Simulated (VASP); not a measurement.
OSZICAR of a VASP run on AlN (zinc blende):

OSZICAR:
```
       N       E                     dE             d eps       ncg     rms          rms(c)
DAV:   1     0.116368064736E+02    0.11637E+02   -0.39007E+03   584   0.817E+02
DAV:   2    -0.159358847976E+02   -0.27573E+02   -0.27023E+02   752   0.141E+02
DAV:   3    -0.165117980045E+02   -0.57591E+00   -0.57591E+00   680   0.255E+01
DAV:   4    -0.165136748069E+02   -0.18768E-02   -0.18768E-02   800   0.137E+00
DAV:   5    -0.165136792053E+02   -0.43984E-05   -0.43984E-05   696   0.526E-02    0.855E+00
DAV:   6    -0.142442645932E+02    0.22694E+01   -0.13231E+01   600   0.233E+01    0.303E+00
DAV:   7    -0.142452069873E+02   -0.94239E-03   -0.10304E-01   576   0.337E+00    0.206E+00
DAV:   8    -0.142466713836E+02   -0.14644E-02   -0.23037E-02   616   0.205E+00    0.440E-01
DAV:   9    -0.142463009682E+02    0.37042E-03   -0.98468E-04   800   0.248E-01    0.225E-01
DAV:  10    -0.142464747022E+02   -0.17373E-03   -0.53680E-04   584   0.194E-01    0.471E-02
DAV:  11    -0.142464700702E+02    0.46320E-05   -0.24315E-05   720   0.358E-02    0.218E-02
DAV:  12    -0.142464703279E+02   -0.25774E-06   -0.35492E-06   584   0.176E-02
   1 F= -.14246470E+02 E0= -.14246470E+02  d E =-.142465E+02
```

Which electronic solver shows in the log?

It is blocked Davidson (ALGO = Normal, or the opening steps of other solvers). The INCAR had ALGO = Normal.

Can the final energy be trusted as converged?

Self-consistency was reached. It stopped with EDIFF = 1E-6, NELM = 100, NSW = 60 and EDIFFG = -0.01 after 1 ionic step (revPBE GGA, plane waves, VASP's PBE PAW potentials (set 64)).

The compound is AlN in the zinc blende structure, a metastable form; wurtzite is the usual one. It was relaxed first. The start is the result of an earlier pass.
